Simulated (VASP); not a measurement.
A convergence study with VASP on YN (rock salt): one setting is varied, all else stays as given below, so the limit is that of these other settings.

```
CELL_PARAMETERS angstrom
      0.00000     2.44000     2.44000
      2.44000     0.00000     2.44000
      2.44000     2.44000     0.00000
ATOMIC_POSITIONS crystal
  Y  0.00000 0.00000 0.00000
  N  0.50000 0.50000 0.50000
```

Method: PBE GGA, VASP's PBE PAW potentials (set 64) (plane waves; VASP). The tightest run used: 700 eV cut-off, 18×18×18 Γ-centred mesh, Gaussian smearing of 0.050 eV, potentials Y_sv N.

Gaps are read on the run's mesh, which can miss a band edge.

```
setting     E (eV/atom)  pressure (GPa)  gap on the mesh (eV)  irreducible k-points
----------  -----------  --------------  --------------------  --------------------
2×2×2 mesh      -8.5798            4.95                 0.015                     3
3×3×3 mesh      -9.0099            4.29                 0.528                     4
4×4×4 mesh      -9.0849            3.03                 0.116                     8
6×6×6 mesh      -9.1106            2.51                 0.165                    16
7×7×7 mesh      -9.1131            2.44                 0.272                    20
8×8×8 mesh      -9.1143            2.62                 0.176                    29
9×9×9 mesh      -9.1148            2.57                 0.239                    35
```

Problem. These are the cheaper rows. Estimate the results at 18×18×18 mesh, and how far the last row shown lies from them.

Solution. 
| quantity | tightest run | last row shown is off by |
|---|---|---|
| E (eV/atom) | -9.1154 | 0.0006 |
| pressure (GPa) | 2.35 | 0.22 |
| gap on the mesh (eV) | 0.182 | 0.057 |

Left out are rungs that failed or repeat a setting and relaxations that didn't move; long series are thinned to 24 rows.

The compound is YN in the rock salt structure. The cell was not relaxed at this level.
